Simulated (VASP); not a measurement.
Given:

```
CELL_PARAMETERS angstrom
      0.00000     2.01109     2.01109
      2.01109     0.00000     2.01109
      2.01109     2.01109     0.00000
ATOMIC_POSITIONS crystal
  W  0.00000 0.00000 0.00000
```

Level of theory: r2SCAN meta-GGA with spin-orbit coupling, VASP's PBE PAW potentials (set 64) (plane waves; VASP). Numerical set-up: 400 eV cut-off, 14×14×14 Γ-centred mesh, Gaussian smearing of 0.050 eV, potentials W_sv.

Estimate the energy per atom (σ→0), pressure, band gap (over mesh and band path) with the smallest direct gap where there is one.

band gap (over mesh and band path): none (metal, semimetal or under 0.01 eV)
energy per atom (σ→0): -51.633 eV/atom
pressure: 1.17 GPa

Total energies compare only between runs with the same potentials, cut-off and functional.

The structure comes from a measured W entry (Fm-3m) of the Crystallography Open Database, whose conditions weren't checked. It was relaxed first.
